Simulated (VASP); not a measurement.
The system is WAu.

```xyz
2
Lattice="0.0000 2.7480 2.7480 2.7480 0.0000 2.7480 2.7480 2.7480 0.0000" Properties=species:S:1:pos:R:3 pbc="T T T"
W     0.0000    0.0000    0.0000
Au    4.1220    4.1220    4.1220
```

The cell was built by a generator and needn't be a form met in nature.

* Program: VASP 6.6.1
* Task: relaxation of cell and atoms
* Functional: PBE
* Potentials or basis: VASP PAW PBE potentials, release 64 (W_sv, Au)
* Cutoff: 600 eV
* k mesh: 8 × 8 × 8
* Occupations: fermi-dirac, width 0.05 eV
* Spin: no spin polarisation

At the start: pressure 33.2 GPa; volume 20.75 Å³/atom.

Question: How do energy, volume and symmetry change on relaxing?

Answer: Over 18 steps the energy falls by 339.7 meV/atom and the volume is 24.65 Å³/atom (+18.8 %); space group F-43m (No. 216, to 0.05 Å).

The path:
```csv
step,energy change (eV),largest force (eV/Å),pressure (GPa),volume (Å³)
1,0.0000,0.0000,33.16,41.50
2,1.3234,0.0000,-17.67,73.01
3,-0.6678,0.0000,-2.93,50.50
4,-0.6787,0.0000,-0.77,49.57
5,-0.6794,0.0000,-0.07,49.26
6,-0.6792,0.0000,0.39,49.10
7,-0.6792,0.0000,0.43,49.10
8,-0.6792,0.0000,0.39,49.12
9,-0.6792,0.0000,0.39,49.12
10,-0.6792,0.0000,0.38,49.12
11,-0.6793,0.0000,0.39,49.12
12,-0.6793,0.0000,0.39,49.12
13,-0.6793,0.0000,0.40,49.12
14,-0.6793,0.0000,0.36,49.13
15,-0.6793,0.0000,0.33,49.14
16,-0.6793,0.0000,0.28,49.16
17,-0.6794,0.0000,0.18,49.21
18,-0.6794,0.0000,-0.05,49.29
```

Final structure:
```
CELL_PARAMETERS angstrom
0.00000 2.91017 2.91017
2.91017 0.00000 2.91017
2.91017 2.91017 0.00000
ATOMIC_POSITIONS crystal
W 0.00000 0.00000 0.00000
Au 0.75000 0.75000 0.75000
```

Caveat: the volume moved by over 15 % at a fixed basis, so the end points are rough.
